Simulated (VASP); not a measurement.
C, 2 atoms in the cell. It takes space group Fd-3m (No. 227, cubic). The conventional cell has a = 3.572 Å, b = 3.572 Å, c = 3.572 Å, α = 90.00°, β = 90.00°, γ = 90.00°. C (site symmetry -43m) has 4 C at 1.55 Å as nearest neighbours. The cell was built by a generator and needn't be a form met in nature.

| Property | Result |
| --- | --- |
| Program | VASP 6.6.1 |
| Task | relaxation of cell and atoms |
| Functional | PBE |
| Potentials or basis | VASP PAW PBE potentials, release 64 (C) |
| Cutoff | 600 eV |
| k mesh | 9 × 9 × 9 |
| Occupations | gaussian, width 0.05 eV |
| Spin | no spin polarisation |
| Further INCAR settings | ALGO = Fast; EDIFF = 1e-06; IBRION = 2; EDIFFG = -0.02; NSW = 40; ISIF = 3 |

Potentials or basis: VASP PAW PBE potentials, release 64 (C).

Launch:

```bash
$ cat potpaw_PBE.64/C/POTCAR > POTCAR
$ mpirun -np 1 vasp_std > vasp.out
```

Hardware: 1 thread of Intel(R) Xeon(R) 6975P-C (Granite Rapids), on a shared host.

**Question.** Estimate the wall time of this run.

**Answer.** Wall time 2.1 s on 1 thread of Intel(R) Xeon(R) 6975P-C (Granite Rapids), on a shared host, peak memory 0.11 GiB. Counts: scf iterations 12, k points 35, ion steps 1.
